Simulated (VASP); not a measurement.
An input for Ansatz (written as the equivalent of a VASP run, and not itself run):

Ansatz 0.2 input:
```yaml
crystal:
  lattice:
    - [3.8984326, 0.0000000, 0.0000000]
    - [0.0000000, 3.8984326, 0.0000000]
    - [0.0000000, 0.0000000, 3.8984326]
  atoms:
    - { symbol: Ti, position: [0.0000000, 0.0000000, 0.0000000] }
    - { symbol: Pt, position: [0.0000000, 0.5000000, 0.5000000] }
    - { symbol: Pt, position: [0.5000000, 0.0000000, 0.5000000] }
    - { symbol: Pt, position: [0.5000000, 0.5000000, 0.0000000] }
kpoints:
  mp_grid: { grid: [7, 7, 7] }
hamiltonian:
  xc: r2scan
  dispersion: rvv10
  pseudopotentials: { kind: paw }
scf:
  occupations: { method: methfessel_paxton, width: 0.1 }
  max_iter: 100
relax:
  max_steps: 60
  f_tol: 0.02
  cell: {}
output: { forces: true, stress: true, eigenvalues: true }
```

Task: Translate this input to VASP (INCAR, KPOINTS, POSCAR, choice of POTCAR).

Result: One answer among several that fit: 
File POSCAR:
```
Pt3Ti
1.0
  3.8984325567   0.0000000000   0.0000000000
  0.0000000000   3.8984325567   0.0000000000
  0.0000000000   0.0000000000   3.8984325567
Ti Pt
1 3
Direct
  0.0000000000   0.0000000000   0.0000000000
  0.0000000000   0.5000000000   0.5000000000
  0.5000000000   0.0000000000   0.5000000000
  0.5000000000   0.5000000000   0.0000000000
```

INCAR:
```
SYSTEM = Pt3Ti
PREC = Accurate; ENCUT = 520; LREAL = F
LASPH = T
EDIFF = 1E-6; NELM = 100; ALGO = Normal
LMAXMIX = 6; LMIXTAU = T
ISMEAR = 1; SIGMA = 0.1
METAGGA = R2SCAN; LUSE_VDW = T; BPARAM = 11.95
CPARAM = 0.0093
IBRION = 2; NSW = 60; ISIF = 3
EDIFFG = -0.02
LWAVE = F; LCHARG = F
```

File KPOINTS:
```
Automatic mesh
0
G
 7 7 7
0 0 0
```

POTCAR, in this order: Ti_sv Pt (PBE.64 set). Program: vasp_std.

The two are equivalent in intent, not identical: each code has its own PAW files, so the cut-off isn't converted (ENCUT is set for VASP's; basis.ecutwfc is left out, and Ansatz then takes the one that its files recommend); Ansatz stops its SCF on the density residual and VASP on the energy change (EDIFF).

The compound is Pt3Ti in the L1_2 structure. This run relaxes it. Symmetry was kept, so distortions that lower it aren't found. The start is the result of an earlier pass.
